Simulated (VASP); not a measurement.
Calculation: PBEsol GGA, VASP's PBE PAW potentials (set 64) (plane waves; VASP 6.6.1).

VASP ran on this input.

**KPOINTS**
```
Automatic mesh
0
Gamma
6 6 6
0 0 0
```

### POSCAR
```
CsSnI3
1
    5.1875973656     0.0000000000     0.0000000000
    0.0000000000     5.1875973656     0.0000000000
    0.0000000000     0.0000000000     5.1875973656
Cs Sn I
1 1 3
Direct
  0.0000000000   0.0000000000   0.0000000000
  0.5000000000   0.5000000000   0.5000000000
  0.5000000000   0.0000000000   0.5000000000
  0.0000000000   0.5000000000   0.5000000000
  0.5000000000   0.5000000000   0.0000000000
```

INCAR:
```
SYSTEM = CsSnI3
PREC = Accurate
ENCUT = 500
EDIFF = 1E-6
NELM = 100
ALGO = Normal
LREAL = .FALSE.
LASPH = .TRUE.
ISMEAR = 1
SIGMA = 0.1
GGA = PS
LMAXMIX = 4
LWAVE = .FALSE.
LCHARG = .FALSE.
IBRION = 2
ISIF = 3
NSW = 40
EDIFFG = -0.02
PSTRESS = 450
```

POTCAR, in this order: Cs_sv Sn_d I (PBE.64 set). Program: vasp_std.

Q: What will the output report for the number of irreducible k-points (NKPTS), largest plane-wave count, number of space-group operations, FFT grid (NGX, NGY, NGZ)?

A: 
```json
{
  "number of irreducible k-points (NKPTS)": "20",
  "largest_plane_wave_count": "3596",
  "number_of_space_group_operations": "48",
  "FFT grid (NGX, NGY, NGZ)": "40 × 40 × 40"
}
```

The compound is CsSnI3 in the cubic perovskite structure, the ideal cubic form; the compound distorts at low or room temperature. This run relaxes it under an external pressure of 45 GPa. Symmetry was kept, so distortions that lower it aren't found. VASP warned that the highest band is occupied, so more bands are needed.
